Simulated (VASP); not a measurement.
Here is the system:

```
TlY3C
1.0
    4.90973     0.00000     0.00000
    0.00000     4.90973     0.00000
    0.00000     0.00000     4.90973
Y Tl C
3 1 1
Direct
  0.00000   0.50000   0.50000
  0.50000   0.00000   0.50000
  0.50000   0.50000   0.00000
  0.00000   0.00000   0.00000
  0.50000   0.50000   0.50000
```

All values below come from LDA (Ceperley-Alder, Perdew-Zunger), VASP's LDA PAW potentials (set 64) (plane waves; VASP). Run with 400 eV cut-off, 6×6×6 Γ-centred mesh, Fermi-Dirac smearing of 0.14 eV, potentials Y_sv Tl_d C.

**Question.** Give the energies of bands 19 to 29 at the high-symmetry points, in eV from the Fermi level.

**Answer.** 
```csv
band,Γ,X,M,R
19,-6.85,-6.22,-5.85,-6.05
20,-0.41,-2.66,-3.23,-3.37
21,-0.41,-2.27,-3.23,-3.37
22,-0.41,-0.90,-1.49,-3.37
23,-0.34,-0.90,-1.21,-0.38
24,-0.34,-0.45,-1.21,-0.38
25,-0.04,-0.45,-0.69,-0.38
26,-0.04,0.25,1.71,1.55
27,-0.04,0.99,1.71,1.55
28,1.93,1.87,1.75,1.55
29,1.93,2.56,1.75,1.90
```

It has no gap at this level: it comes out as a metal or semimetal.

The structure comes from a computed database's Y3TlC entry (Pm-3m); how it stands against other phases isn't given here. The cell was not relaxed at this level.
